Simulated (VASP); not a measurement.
An input for Ansatz (written as the equivalent of a VASP run, and not itself run):

Ansatz 0.2 input:
```yaml
crystal:
  lattice:
    - [4.0469004, -2.1740358, 0.0180839]
    - [4.0469004, 2.1740358, 0.0180839]
    - [2.8630123, 0.0000000, 3.5926760]
  atoms:
    - { symbol: Sb, position: [0.2319178, 0.2319178, 0.2319178] }
    - { symbol: Sb, position: [0.7680822, 0.7680822, 0.7680822] }
kpoints:
  mp_grid: { grid: [7, 7, 7] }
hamiltonian:
  xc: r2scan
  pseudopotentials: { kind: paw }
scf:
  occupations: { method: gaussian, width: 0.05 }
  max_iter: 100
relax:
  max_steps: 60
  f_tol: 0.01
  cell: {}
output: { forces: true, stress: true, eigenvalues: true }
```

### Question
Write the VASP files for the same calculation (r2SCAN).

### Answer
This is not unique; one that fits is 
### KPOINTS
```
Automatic mesh
0
Gamma
7 7 7
0 0 0
```

File POSCAR:
```
Sb
1
    4.0469004444    -2.1740358256     0.0180838916
    4.0469004444     2.1740358256     0.0180838916
    2.8630123253    -0.0000000000     3.5926759732
Sb
2
Direct
  0.2319177859   0.2319177859   0.2319177859
  0.7680822141   0.7680822141   0.7680822141
```

### INCAR
```
SYSTEM = Sb
PREC = Accurate; ENCUT = 400; LREAL = .FALSE.
LASPH = .TRUE.
EDIFF = 1E-6; NELM = 100; ALGO = Normal
LMAXMIX = 4; LMIXTAU = .TRUE.
ISMEAR = 0; SIGMA = 0.05
METAGGA = R2SCAN
IBRION = 2; NSW = 60; ISIF = 3
EDIFFG = -0.01
LWAVE = .FALSE.; LCHARG = .FALSE.
```

POTCAR, in this order: Sb (PBE.64 set). Program: vasp_std.

The two are equivalent in intent, not identical: each code has its own PAW files, so the cut-off isn't converted (ENCUT is set for VASP's; basis.ecutwfc is left out, and Ansatz then takes the one that its files recommend); Ansatz stops its SCF on the density residual and VASP on the energy change (EDIFF).

The compound is Sb in the a7 structure. This run relaxes it. Symmetry was kept, so distortions that lower it aren't found. The start is the result of an earlier pass.
